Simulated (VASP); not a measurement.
An input for Ansatz (written as the equivalent of a VASP run, and not itself run):

Ansatz 0.2 input:
```yaml
crystal:
  lattice:
    - [4.4372547, 0.0000000, 0.0000000]
    - [-2.2186274, 3.8427750, 0.0000000]
    - [0.0000000, 0.0000000, 32.2640799]
  atoms:
    - { symbol: Bi, position: [0.3333330, 0.6666670, 0.2696180] }
    - { symbol: Bi, position: [0.3333330, 0.6666670, 0.0637160] }
    - { symbol: Bi, position: [0.0000000, 0.0000000, 0.6029510] }
    - { symbol: Bi, position: [0.0000000, 1.0000000, 0.3970490] }
    - { symbol: Bi, position: [0.6666670, 0.3333330, 0.9362840] }
    - { symbol: Bi, position: [0.6666670, 0.3333330, 0.7303820] }
    - { symbol: Te, position: [0.0000000, 1.0000000, 0.0000000] }
    - { symbol: Te, position: [0.6666670, 0.3333330, 0.1173676] }
    - { symbol: Te, position: [0.0000000, 0.0000000, 0.2159654] }
    - { symbol: Te, position: [0.6666670, 0.3333330, 0.3333330] }
    - { symbol: Te, position: [0.3333330, 0.6666670, 0.4507016] }
    - { symbol: Te, position: [0.6666670, 0.3333330, 0.5492984] }
    - { symbol: Te, position: [0.3333330, 0.6666670, 0.6666670] }
    - { symbol: Te, position: [1.0000000, 0.0000000, 0.7840346] }
    - { symbol: Te, position: [0.3333330, 0.6666670, 0.8826324] }
kpoints:
  mp_grid: { grid: [5, 5, 1] }
hamiltonian:
  xc: pbe
  pseudopotentials: { kind: paw }
scf:
  occupations: { method: gaussian, width: 0.05 }
  max_iter: 100
relax:
  max_steps: 60
  f_tol: 0.02
  cell: {}
output: { forces: true, stress: true, eigenvalues: true }
```

### Question
Translate this input to VASP (INCAR, KPOINTS, POSCAR, choice of POTCAR).

### Answer
This is not unique; one that fits is 
INCAR:
```
# general
SYSTEM  = Bi2Te3
PREC    = Accurate
ENCUT   = 480
LREAL   = Auto
LASPH   = .TRUE.   # aspherical one-centre terms

# electronic loop
EDIFF   = 1E-6   # SCF stop (eV)
NELM    = 100
ALGO    = Normal
LMAXMIX = 4

# smearing
ISMEAR  = 0   # Gaussian
SIGMA   = 0.05   # width (eV)

# functional
GGA     = PE

# ions
IBRION  = 2   # conjugate gradients
NSW     = 60   # most ionic steps
ISIF    = 3
EDIFFG  = -0.02

# output
LWAVE   = .FALSE.
LCHARG  = .FALSE.
```

### POSCAR
```
Bi2Te3
1
    4.4372547399    -0.0000000000    -0.0000000000
   -2.2186273699     3.8427750491     0.0000000000
   -0.0000000000     0.0000000000    32.2640799326
Bi Te
6 9
Direct
  0.3333330000   0.6666670000   0.2696179870
  0.3333330000   0.6666670000   0.0637160130
  0.0000000000   0.0000000000   0.6029509870
  0.0000000000   1.0000000000   0.3970490130
  0.6666670000   0.3333330000   0.9362839870
  0.6666670000   0.3333330000   0.7303820130
  0.0000000000   1.0000000000   0.0000000000
  0.6666670000   0.3333330000   0.1173676401
  0.0000000000   0.0000000000   0.2159653599
  0.6666670000   0.3333330000   0.3333330000
  0.3333330000   0.6666670000   0.4507016401
  0.6666670000   0.3333330000   0.5492983599
  0.3333330000   0.6666670000   0.6666670000
  1.0000000000   0.0000000000   0.7840346401
  0.3333330000   0.6666670000   0.8826323599
```

File KPOINTS:
```
Automatic mesh
0
Gamma
  5 5 1
```

POTCAR, in this order: Bi_d Te (PBE.64 set). Program: vasp_std.

Limits of the translation: each code has its own PAW files, so the cut-off isn't converted (ENCUT is set for VASP's; basis.ecutwfc is left out, and Ansatz then takes the one that its files recommend); Ansatz stops its SCF on the density residual and VASP on the energy change (EDIFF).

The compound is Bi2Te3 in the tetradymite structure. This run relaxes it. Symmetry was kept, so distortions that lower it aren't found. The start is the result of an earlier pass.
